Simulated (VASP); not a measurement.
Method: PBEsol GGA, VASP's PBE PAW potentials (set 64) (plane waves; VASP).

Input for VASP

POSCAR:
```
Be2Ge
1
    3.3816690000     0.0000000000     0.0000000000
   -1.6908350000     2.9286110000     0.0000000000
    0.0000000000     0.0000000000     5.4553340000
Ge Be
1 2
Direct
  0.0000000000   0.0000000000   0.0000000000
  0.3333330000   0.6666670000   0.2520000000
  0.6666670000   0.3333330000   0.7480000000
```

INCAR:
```
! general
SYSTEM =Be2Ge
PREC   =Accurate
ENCUT  =300
LREAL  =.FALSE.
LASPH  =.TRUE.

! electronic loop
EDIFF  =1E-6
NELM   =100
ALGO   =Normal
LMAXMIX=4

! smearing
ISMEAR =-1
SIGMA  =0.05

! functional
GGA    =PS

! ions
ISIF   =2

! output
LWAVE  =.FALSE.
LCHARG =.FALSE.
```

**KPOINTS**
```
Automatic mesh
0
Gamma
6 6 3
0 0 0
```

POTCAR, in this order: Ge_d Be (PBE.64 set). Program: vasp_std.

Output of the run:

### OSZICAR
```
       N       E                     dE             d eps       ncg     rms          rms(c)
DAV:   1     0.680039550870E+02    0.68004E+02   -0.70561E+03   452   0.187E+03
DAV:   2    -0.254280294480E+01   -0.70547E+02   -0.68568E+02   462   0.348E+02
DAV:   3    -0.993282652550E+01   -0.73900E+01   -0.72994E+01   542   0.841E+01
DAV:   4    -0.100998829867E+02   -0.16706E+00   -0.16690E+00   527   0.141E+01
DAV:   5    -0.101028185493E+02   -0.29356E-02   -0.29355E-02   547   0.190E+00    0.300E+00
DAV:   6    -0.971978809013E+01    0.38303E+00   -0.67865E-01   512   0.337E+00    0.119E+00
DAV:   7    -0.970516330780E+01    0.14625E-01   -0.54755E-02   537   0.356E+00    0.688E-01
DAV:   8    -0.970050480479E+01    0.46585E-02   -0.20261E-02   537   0.213E+00    0.114E-01
DAV:   9    -0.970002903997E+01    0.47576E-03   -0.27435E-03   532   0.889E-01    0.573E-02
DAV:  10    -0.970001285501E+01    0.16185E-04   -0.22760E-04   487   0.151E-01    0.201E-02
DAV:  11    -0.970000664440E+01    0.62106E-05   -0.19578E-05   532   0.490E-02    0.711E-03
DAV:  12    -0.970000690031E+01   -0.25590E-06   -0.34441E-06   512   0.139E-02
   1 F= -.97000069E+01 E0= -.96884233E+01  d E =-.231672E-01
```

**OUTCAR**
```
------------------------ aborting loop because EDIFF is reached ----------------------------------------
  FORCE on cell =-STRESS in cart. coord.  units (eV):
  Direction    XX          YY          ZZ          XY          YZ          ZX
  --------------------------------------------------------------------------------------
  Total       -2.8653891     -2.8653886     -2.6740508      0.0000005      0.0000000      0.0000000
  in kB      -84.9728238    -84.9728087    -79.2987082      0.0000145      0.0000000      0.0000000
  external PRESSURE =     -83.0814469 kB  Pullay stress =       0.0000000 kB
  volume of cell :       54.03
      direct lattice vectors                 reciprocal lattice vectors
     3.381669000  0.000000000  0.000000000     0.295711969  0.170729451  0.000000000
    -1.690835000  2.928611000  0.000000000     0.000000000  0.341458801  0.000000000
     0.000000000  0.000000000  5.455334000     0.000000000  0.000000000  0.183306833
 POSITION                                       TOTAL-FORCE (eV/Angst)
 -----------------------------------------------------------------------------------
      0.00000      0.00000      0.00000        -0.000000      0.000000      0.000000
     -0.00000      1.95241      1.37474        -0.000000      0.000000      0.662654
      1.69084      0.97620      4.08059         0.000000     -0.000000     -0.662654
 -----------------------------------------------------------------------------------
    total drift:                               -0.000000      0.000000     -0.000000
  FREE ENERGIE OF THE ION-ELECTRON SYSTEM (eV)
  ---------------------------------------------------
  free  energy   TOTEN  =        -9.7000069003 eV

  energy  without entropy=       -9.6768396744  energy(sigma->0) =       -9.68842329
```
(Selected blocks of OUTCAR.)

### OUTCAR
```
 val. band max:        3.1077729612   @ k =  -0.1667   0.5000   0.3333

 cond. band min:       3.1925014575   @ k =   0.3333   0.1667   0.0000


 Fermi energy:         3.1827134577

 k-point     1 :       0.0000    0.0000    0.0000
  band No.  band energies     occupation
      1     -21.1564      2.00000
      2     -21.1564      2.00000
      3     -21.0971      2.00000
      4     -21.0971      2.00000
      5     -21.0858      2.00000
      6      -8.0422      2.00000
      7      -1.2018      2.00000
      8       0.1685      2.00000
      9       6.1713      0.00000
     10       6.1714      0.00000
     11       8.0275      0.00000
     12       8.0275      0.00000
     13       9.2605      0.00000

 k-point     2 :       0.1667    0.0000    0.0000
  band No.  band energies     occupation
      1     -21.1586      2.00000
      2     -21.1496      2.00000
      3     -21.1020      2.00000
      4     -21.0979      2.00000
      5     -21.0816      2.00000
      6      -7.6132      2.00000
      7      -0.8212      2.00000
      8       0.6074      2.00000
      9       3.3041      0.16207
     10       4.9179      0.00000
     11       7.3970      0.00000
     12       8.7612      0.00000
     13       9.0364      0.00000

 k-point     3 :       0.3333    0.0000    0.0000
  band No.  band energies     occupation
      1     -21.1632      2.00000
      2     -21.1356      2.00000
      3     -21.1097      2.00000
      4     -21.0971      2.00000
      5     -21.0711      2.00000
      6      -6.3792      2.00000
      7      -0.3488      2.00000
      8       0.2443      2.00000
      9       1.9244      2.00000
     10       3.6560      0.00015
     11       5.5405      0.00000
     12       6.9193      0.00000
     13       7.8037      0.00000

 k-point     4 :       0.5000    0.0000    0.0000
  band No.  band energies     occupation
      1     -21.1661      2.00000
      2     -21.1305      2.00000
      3     -21.1142      2.00000
...
```

At this cut-off the stress carries a Pulay error, which pulls relaxed volumes low.

The structure was generated: Be2Ge was put into an ordered model structure, which need not be its known phase. The cell was not relaxed at this level. The k-mesh is coarse (spacing up to 0.38 per Å, 2π included), so the numbers may not be converged in it. The run is one of a series of settings (GGA = PS against the base run), some of them coarse on purpose.
